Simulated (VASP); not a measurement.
Consider the following.

```yaml
crystal:
  lattice:
    - [0.00000, 2.34511, 2.34511]
    - [2.34511, 0.00000, 2.34511]
    - [2.34511, 2.34511, 0.00000]
  atoms:
    - { symbol: Na, position: [0.00000, 0.00000, 0.00000] }
    - { symbol: F, position: [0.50000, 0.50000, 0.50000] }
```

Method: PW91 GGA, VASP's PBE PAW potentials (set 64) (plane waves; VASP 6.6.1). Run with 520 eV cut-off, Gaussian smearing of 0.050 eV, potentials Na_pv F.

Problem. Estimate the band gap (along the path) with the smallest direct gap where there is one.

Solution. 
```json
{
 "band gap (along the path)": "6.17 eV",
 "smallest direct gap (along the path)": "6.17 eV"
}
```

The absolute energy has meaning only against runs of the same code, potentials and settings.

The compound is NaF in the rock salt structure. It was relaxed first.
